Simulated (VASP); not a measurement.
A run of VASP 6.6.1 is set up as follows.

INCAR

```
PREC = Accurate
ENCUT = 600
EDIFF = 1E-6
ISMEAR = -1
SIGMA = 0.02
LREAL = False
LASPH = True
NELM = 100
ALGO = Fast
ISIF = 3
LWAVE = False
LCHARG = False
GGA = PE
IBRION = 2
NSW = 80
EDIFFG = -0.005
```

Contents of KPOINTS:

```
regular mesh
0
Gamma
  6 6 4
```

POSCAR

```
GaBSb2
1.0
    3.9334722786      0.0000000000      0.0000000000
    0.0000000000      3.9334722786      0.0000000000
    0.0000000000      0.0000000000      5.5627698436
B Sb Ga
1 2 1
Direct
    0.0000000000      0.0000000000      0.0000000000
    0.0000000000      0.5000000000      0.2500000000
    0.5000000000      0.0000000000      0.7500000000
    0.5000000000      0.5000000000      0.5000000000
```

Potentials or basis: VASP PAW PBE potentials, release 64 (B, Sb, Ga_d).

The run is started by

```sh
$ cat potpaw_PBE.64/B/POTCAR potpaw_PBE.64/Sb/POTCAR potpaw_PBE.64/Ga_d/POTCAR > POTCAR
$ mpirun -np 1 vasp_std > vasp.out
```

Task: What does it give for the space group after relaxing (to 0.05 Å)?

Result: P-4m2 (No. 115).

Task: Estimate the relaxed cell.

Result: a = 4.024 Å, b = 4.024 Å, c = 5.863 Å, α = 90.00°, β = 90.00°, γ = 90.00°.

Task: Predict the relaxed volume.

Result: 23.73 Å³/atom.

The path:
```
step  energy change (eV)  largest force (eV/Å)  pressure (GPa)  volume (Å³)
   1              0.0000                3.6491           10.92        86.07
   2             -0.7190                0.1380           -5.18       105.66
   3             -0.8181                0.8348           -2.42        99.67
   4             -0.9133                0.2266           -0.55        96.07
   5             -0.9217                0.0329            0.10        94.87
   6             -0.9219                0.0134            0.26        94.63
   7             -0.9219                0.0062            0.16        94.73
   8             -0.9258                0.0137            0.03        94.97
   9             -0.9267                0.0263           -0.06        95.13
  10             -0.9268                0.0288           -0.11        95.16
  11             -0.9268                0.0279           -0.10        95.16
  12             -0.9269                0.0045            0.02        94.93
```

The run has no spin-orbit coupling, so splittings on Sb are missing.
